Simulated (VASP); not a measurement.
Calculation: PBE GGA with D4 dispersion, VASP's PBE PAW potentials (set 64) (plane waves; VASP).

VASP ran on this input.

### POSCAR
```
HfN
1
   -0.0000000000     2.2541361483     2.2541361483
    2.2541361483     0.0000000000     2.2541361483
    2.2541361483     2.2541361483    -0.0000000000
Hf N
1 1
Direct
  0.0000000000   0.0000000000   0.0000000000
  0.5000000000   0.5000000000   0.5000000000
```

**KPOINTS**
```
Automatic mesh
0
G
16 16 16
0 0 0
```

### INCAR
```
ISIF  =  2   # forces and stress, cell fixed
NEDOS  =  601
NELM  =  100
LCHARG  =  .TRUE.
LMAXMIX  =  6   # l cut-off of mixed one-centre charges
SYSTEM  =  HfN
LORBIT  =  11   # lm-projected
PREC  =  Accurate
ISMEAR  =  -5   # tetrahedra, Bloechl
LREAL  =  .FALSE.   # projection in real space or not
LASPH  =  .TRUE.
GGA  =  PE   # PBE
LWAVE  =  .FALSE.
EDIFF  =  1E-7
ENCUT  =  520
IVDW  =  13   # D4
ALGO  =  Normal   # blocked Davidson
```

POTCAR, in this order: Hf_pv N (PBE.64 set). Program: vasp_std.

For a metal the tetrahedron method with Blöchl corrections gives inexact stress and forces. Unless said otherwise, spin-orbit coupling is left out, though it shifts the bands of the heavy elements here.

### Question
What does the run give for the energy per atom (σ→0), dispersion energy, band gap (on the k-mesh)?

### Answer

| Item | Result |
|---|---|
| energy per atom (σ→0) | -11.160 eV/atom |
| dispersion energy | -569 meV |
| band gap (on the k-mesh) | none (metal, semimetal or under 0.01 eV) |

**OSZICAR**
```
...
DAV:   8    -0.217611240069E+02    0.12021E-01   -0.12529E-01  3726   0.333E+00    0.617E+00
DAV:   9    -0.217513431847E+02    0.97808E-02   -0.56755E-02  3774   0.167E+00    0.157E+00
DAV:  10    -0.217508734902E+02    0.46969E-03   -0.21915E-03  3767   0.434E-01    0.325E-01
DAV:  11    -0.217508705489E+02    0.29413E-05   -0.19586E-04  3945   0.129E-01    0.553E-02
DAV:  12    -0.217508709710E+02   -0.42213E-06   -0.13445E-05  3861   0.348E-02    0.344E-02
DAV:  13    -0.217508704641E+02    0.50686E-06   -0.56950E-07  3671   0.818E-03    0.947E-04
DAV:  14    -0.217508705590E+02   -0.94909E-07   -0.68760E-09  2006   0.873E-04
   1 F= -.22319595E+02 E0= -.22319595E+02  d E =0.000000E+00
```

The compound is HfN in the rock salt structure. It was relaxed first. The electron count is odd and the run is not spin-polarised, which forces a metal.
